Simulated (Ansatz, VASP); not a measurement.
# Cross-check of HfC between VASP and Ansatz, part 2 of 2

One calculation is typed for both programs; each brings its own data sets. How far apart do they land? The cell is taken from a series of runs on this material, whose earlier steps may have relaxed, scaled, displaced or heated it; both programs get it as it stands.

VASP 6.6.1 and Ansatz 0.2.0.

So far: Set-up; VASP: zone-centre phonons, PBEsol.

**3. Ansatz: zone-centre phonons, PBEsol**

Level of this step: Ansatz beside VASP: Kohn-Sham DFT, plane waves, PBEsol (Ansatz).

Ansatz runs on its PAW soft_1 files.

The same cell, functional, mesh and smearing now go to Ansatz, which takes its cutoff from its data sets.

File input.yaml:

```yaml
crystal:
  lattice:
    - [-0.0296751064, 2.2871835755, 2.3098974552]
    - [2.2871835755, -0.0296751064, 2.3098974552]
    - [2.2575084691, 2.2575084691, 0.0]
  atoms:
    - { symbol: C, position: [0.0, 0.0, 0.0] }
    - { symbol: Hf, position: [0.5, 0.5, 0.5] }
kpoints:
  mp_grid: { grid: [16, 16, 16] }
hamiltonian:
  xc: pbesol
  pseudopotentials: { kind: paw, azcp: { folder: soft_1 }, xc_functional: pbe }
scf:
  occupations: { method: methfessel_paxton, width: 0.2 }
output:
  eigenvalues: true
phonons:
  method: dfpt
```

The run is started by

```
$ ansatz run input.yaml --threads 4 --pin off --max-ram 10240MiB --backend cpu --events-out ev --progress --plain --runs-dir out
```

Numbers of over 12 decimals in the logs are rounded to 6 here.

The log of the run:

```text
zone centre: on kpoints.mp_grid the ground state, and the responses unless they are solved on pairs of k-points, stand on 1098 of the mesh's 4096 k-points, reduced under 4 symmetry operations, with k and −k counted as one. Each operation leaves every solved displacement unchanged or reverses it
Engine: ansatz 0.2.0, aarch64-unknown-linux-gnu
Pseudopotentials: kind: paw
Pseudopotential: C, paw, valence charge 4, recommended cutoff 420 eV (normal), soft_1/C.paw.azcp
Pseudopotential: Hf, paw, valence charge 26, recommended cutoff 420 eV (normal), soft_1/Hf.paw.azcp
Functional definition: PBEsol
  exchange = pbesol_x
  correlation = pbesol_c
Crystal: 2 atoms, lattice volume = 24.163 Å³
Basis set: ecut = 420 eV, 495 PW (Γ), exchange–correlation on 48×48×48 points (8 copies of the dense FFT grid, shifted against one another)
Bands: 19, of which v1, the nominal top of the filled ones, is band 15 counted from 1 (14 counted from 0)
Symmetry: 8 space group operations
k-points: 1098 of 4096 (irreducible under 4 space group operations)
Non-local potential: C, projectors of the file, l = 0: 2, l = 1: 2, l = 2: 1
Non-local potential: Hf, projectors of the file, l = 0: 3, l = 1: 2, l = 2: 2, l = 3: 3
PAW form: soft (Blöchl's): semilocal exchange-correlation on the pseudo side does not see the compensation charge
PAW frozen core: C, regenerated for the run's functional, and the local potential with it (the file was generated under x = pbe(κ = 0.804, μ = 0.219515), c = pbe(β = 0.066725))
PAW frozen core: Hf, regenerated for the run's functional, and the local potential with it (the file was generated under x = pbe(κ = 0.804, μ = 0.219515), c = pbe(β = 0.066725))
PAW one-centre angular grid: C, 110 points (default); XC on 64 Gauss nodes
PAW one-centre angular grid: Hf, 590 points (default); XC on 64 Gauss nodes
Initial density: superposition of atomic densities (chi_scale 0.1, normalization cell, long waves kept (reshape's long-wave potential 0.00 eV rms))
Initial wavefunctions: pseudopotential atomic-orbital guess
Functional: x = pbesol(κ = 0.804, μ = 0.123457), c = pbesol(β = 0.046)
SCF iter   1: F=—  HF=-15848.051078 eV  |F-HF|=—  |Δ(HF+E_count)|=         —  Δρ=8.78e-2  dr2=2.50e0  ethr=3.10e-3  ⟨swp⟩=4.9  Hψ=91460  notcnv=0
preconditioner: auto → Kerker (q_TF=auto, 2.828 Å⁻¹)  [metal: Δε(μ)=0.042 eV  Ē_g=17.679 eV  σ=0.200 eV  W_gap=0.18  n_scr=14 (ndim 8)  ℏωp=40.0 eV  f_vac=0.000  D(μ)=0.20/eV (n_scr^D=0)]
SCF iter   2: F=—  HF=-15847.531924 eV  |F-HF|=—  |Δ(HF+E_count)|=   5.19e-1  S|Δr|=    0.00e0  Δρ=3.38e-2  dr2=2.74e-1  ethr=3.10e-3  ⟨swp⟩=2.4  Hψ=38376  notcnv=0  defer=2
SCF iter   3: F=—  HF=-15847.475580 eV  |F-HF|=—  |Δ(HF+E_count)|=   5.63e-2  S|Δr|=    0.00e0  Δρ=1.41e-2  dr2=2.94e-2  ethr=9.15e-4  ⟨swp⟩=2.0  Hψ=37649  notcnv=0
SCF iter   4: F=—  HF=-15847.468264 eV  |F-HF|=—  |Δ(HF+E_count)|=   7.32e-3  S|Δr|=    0.00e0  Δρ=8.17e-3  dr2=7.55e-3  ethr=9.81e-5  ⟨swp⟩=2.1  Hψ=37270  notcnv=0
SCF iter   5: F=—  HF=-15847.468394 eV  |F-HF|=—  |Δ(HF+E_count)|=   1.31e-4  S|Δr|=    0.00e0  Δρ=1.44e-3  dr2=2.72e-4  ethr=2.52e-5  ⟨swp⟩=2.1  Hψ=33130  notcnv=0
SCF iter   6: F=—  HF=-15847.468338 eV  |F-HF|=—  |Δ(HF+E_count)|=   5.60e-5  S|Δr|=    0.00e0  Δρ=2.48e-4  dr2=1.51e-5  ethr=9.05e-7  ⟨swp⟩=2.5  Hψ=37253  notcnv=0
SCF iter   7: F=—  HF=-15847.468343 eV  |F-HF|=—  |Δ(HF+E_count)|=   5.30e-6  S|Δr|=    0.00e0  Δρ=7.00e-5  dr2=8.91e-7  ethr=5.03e-8  ⟨swp⟩=2.3  Hψ=38570  notcnv=0
SCF iter   8: F=—  HF=-15847.468345 eV  |F-HF|=—  |Δ(HF+E_count)|=   1.34e-6  S|Δr|=    0.00e0  Δρ=1.32e-5  dr2=2.48e-8  ethr=2.97e-9  ⟨swp⟩=2.6  Hψ=37472  notcnv=0
SCF iter   9: F=—  HF=-15847.468345 eV  |F-HF|=—  |Δ(HF+E_count)|=   1.30e-8  S|Δr|=    0.00e0  Δρ=2.72e-6  dr2=1.66e-9  ethr=8.25e-11  ⟨swp⟩=2.7  Hψ=37883  notcnv=0
SCF iter  10: F=—  HF=-15847.468345 eV  |F-HF|=—  |Δ(HF+E_count)|=  5.75e-10  S|Δr|=    0.00e0  Δρ=2.88e-7  dr2=1.17e-11  ethr=5.55e-12  ⟨swp⟩=2.3  Hψ=35586  notcnv=0
SCF iter  11: F=-15847.468345 eV  HF=-15847.468345 eV  |F-HF|=5.46e-12  |Δ(HF+E_count)|=  1.27e-11  S|Δr|=    0.00e0  Δρ=5.00e-8  dr2=3.87e-13  ethr=1.00e-12  ⟨swp⟩=7.9  Hψ=124711  notcnv=0
SCF 1 converged in 11 iterations: F = -15847.468345 eV  dr2 = 3.87e-13
  greatest PAW one-centre occupation: 0.998 electrons in one spin orbital (limit 2), on the Hf atom at site 1 (counted from 0), in its partial waves of l = 0
DFPT response loops at Γ: preconditioner auto → Kerker (q_TF=auto, 2.828 Å⁻¹) (partly filled bands, converged f_vac=0.000); β = 1.00, the filter's whole step (`scf.mixing.beta` (0.50) is not read by the response loops under this deck's `scf.mixing.preconditioner`; to damp them name `kerker` or `kerker_dos`, under which they read `scf.mixing.beta`, and type it under 1.00, their step now; both keys bind the ground state too); Broyden in place of MSR1
SCF converged after 11 iterations
Stability not checked: this state was not tested for a lower state beside it, because cold or Methfessel-Paxton smearing, or corrected tetrahedra, fill the levels in a way that the test cannot read (fill_not_monotonic; see scf.lower_state_search)
Free energy (F): -15847.468345 eV
Harris-Foulkes:  -15847.468345 eV  (|F-HF|=5.46e-12)
Internal energy: -15847.467915 eV  (E = F + TS)
E sigma→0 (E₀):  -15847.468237 eV
Entropy (-TS):   -0.000429 eV (-0.215 meV/atom)
Fermi energy:    19.238163 eV
--- Per-component energies (eV) ---
  E_band       = 88.817468
  E_kinetic    = 495.894473
  E_local      = -6121.948562  (includes V_loc(G=0)·N_el)
  E_nonlocal   = 91.425429
  E_hartree    = 3005.468236
  E_xc         = -312.770727
  E_vxc        = -314.437936  (∫ρ·V_xc dr)
  E_paw        = -7673.883321  (= ΣΔE_a)
  E_vpaw       = -73.052478  (= ΣTr[D̂ρ^β])
  E_aug_tail   = 0.000105  (compensation charges beyond the density's cutoff)
  E_ewald      = -5332.925706
  E_core_change = 1.272157  (= ΣΔE_core)
  E_smearing   = -0.000429  (= −TS)
  E_closure    = -0.000000  (closes the sum)
  Σ components = -15847.468345   (vs F -15847.468345, Δ=0.00e0)
--- Band table (eV; the first three rows and the last of 1098) ---
  k-point 0: bands = [... 11 lower, 8.4568, 20.2784, 20.2994, 20.3992, 20.4509, 20.4632, 20.7936, 22.6133]
  k-point 1: bands = [... 11 lower, 8.4564, 19.5992, 19.6875, 19.7844, 20.6624, 20.7876, 21.2363, 23.1617]
  k-point 2: bands = [... 11 lower, 8.4567, 18.5200, 18.8288, 18.9342, 21.0067, 21.1448, 21.6310, 24.2939]
  k-point 1097: bands = [... 11 lower, 8.6442, 16.5841, 17.2543, 19.1399, 19.4024, 24.7258, 26.2262, 26.2386]
--- Phonons (Γ-DFPT): 4 representative perturbations + reference, on 1098 of 4096 k-points (Σ response iterations 12) ---
  k mesh reduced under 4 symmetry operations, with k and −k counted as one. Each operation leaves every solved displacement unchanged or reverses it
  ASR residual: 1.461e-5 → 0.000e0 eV/Å²; symmetrization residual: 6.903e-7 eV/Å²
  ASR residual per site (eV/Å²): 1.46e-5 1.25e-5
  Γ frequencies (cm⁻¹): 0.00 0.00 0.00 444.00 458.28 486.53
  non-analytic LO–TO correction: not included (Born effective charges unavailable; polar crystals: no LO–TO splitting at Γ)
```

In the SCF lines HF is the Harris–Foulkes energy and dr2 the Hartree energy of the density residual, in eV; the loop may stop once dr2 is under the threshold and the program's other checks hold. Hψ counts applications of the Hamiltonian.

**4. Differences**

Known differences besides the potentials themselves: the data sets hold 30 valence electrons in Ansatz (on its PAW soft_1 files) and 14 in VASP; the cutoff is 420 eV in Ansatz and 600 eV in VASP; Ansatz makes its cores anew for this functional, VASP keeps those of its PBE data sets. Total energies have different zeros and are not compared.

The two programs side by side:

| quantity | Ansatz | VASP | difference |
| --- | --- | --- | --- |
| optical mode 1 (cm⁻¹) | 444.0 | 441.4 | +0.59 % |
| optical mode 2 (cm⁻¹) | 458.3 | 457.0 | +0.29 % |
| optical mode 3 (cm⁻¹) | 486.5 | 485.7 | +0.17 % |

Modes are paired by rising frequency, not by their patterns, so a pair may set unlike modes beside each other; they are those without the splitting of longitudinal modes.

**5. Summary of results**

```
r.m.s. difference of the optical zone-centre modes, each program's sorted by frequency (zone-centre phonons, PBEsol) : 1.8 cm⁻¹
difference in optical mode 1 (zone-centre phonons, PBEsol)                                                           : +0.6 %
```

What this shows: The r.m.s. difference of the optical zone-centre modes, each program's sorted by frequency is 1.8 cm⁻¹ (zone-centre phonons, PBEsol). The data sets hold unlike numbers of valence electrons (30 in Ansatz and 14 in VASP), so part of the differences comes from the potentials. Among the rows given in per cent, the largest difference of the zone-centre phonons, PBEsol pair is in optical mode 1, +0.6 %. Such differences can come from data sets, numerical settings and the points named under the comparisons, not from the functional's error against experiment.

[Lines on the potential files, build, host, timing and source positions are cut from VASP's logs without a mark.]

[Logs are printed without paths, hosts, clocks, repeated set-up lines and the standing remarks that a program may print on its own settings, such as how far it seeks lower states.]

[Hosts, paths, dates, database ids (printed as entryN), source tags and the programs' standing remarks are cut or masked in the printed files.]
